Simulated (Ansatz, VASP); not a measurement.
## BiB in VASP and in Ansatz

INCAR

```
PREC     = Accurate       # precision mode
ENCUT    = 520            # plane-wave cutoff, eV
EDIFF    = 1E-7           # SCF threshold, eV
ISMEAR   = -1             # smearing method
SIGMA    = 0.02           # smearing width, eV
LREAL    = F              # projectors in reciprocal space
LASPH    = T              # aspherical terms in the spheres
NELM     = 80             # most SCF steps
ALGO     = Normal         # electronic algorithm
ISIF     = 2              # what is computed and relaxed
LWAVE    = F              # write WAVECAR
LCHARG   = F              # write CHGCAR
GGA      = PE             # functional
NBANDS   = 16             # bands
```

The input KPOINTS:

```
regular mesh
0
Gamma
  6 6 6
```

File POSCAR:

```
BiB
1.0
    3.3701290311      0.0000000000      0.0000000000
    0.0000000000      3.3701290311      0.0000000000
    0.0000000000      0.0000000000      3.3701290311
B Bi
1 1
Direct
    0.0000000000      0.0000000000      0.0000000000
    0.5000000000      0.5000000000      0.5000000000
```

Input for Ansatz:

```yaml
crystal:
  lattice:
    - [3.3701290311, 0.0, 0.0]
    - [0.0, 3.3701290311, 0.0]
    - [0.0, 0.0, 3.3701290311]
  atoms:
    - { symbol: B, position: [0.0, 0.0, 0.0] }
    - { symbol: Bi, position: [0.5, 0.5, 0.5] }
kpoints:
  mp_grid: { grid: [6, 6, 6] }
hamiltonian:
  xc: pbe
scf:
  occupations: { method: fermi_dirac, width: 0.02 }
  n_extra_bands: 4
output:
  forces: true
  stress: true
  eigenvalues: true
```

The cell was built by a generator and needn't be a form met in nature.

Alike in both runs: task single point; functional PBE; k mesh 6 × 6 × 6; occupations fermi-dirac, width 0.02 eV; no spin polarisation.

|  | VASP | Ansatz |
| --- | --- | --- |
| version | VASP 6.6.1 | Ansatz 0.2.0 |
| potentials or method | VASP PAW PBE potentials, release 64 (B, Bi_d) | plane waves, PAW |
| plane-wave cutoff (eV) | 520 | 420 |
| valence electrons in the cell | 18 | 18 |

```tsv
	VASP	Ansatz	Ansatz less VASP
pressure (GPa)	-0.5	-0.5	+0.04
```

With one functional, cell and mesh, what is left measures potentials, basis and numerics.

Caveats: spin-orbit coupling is left out, which moves the levels of the heavy elements.
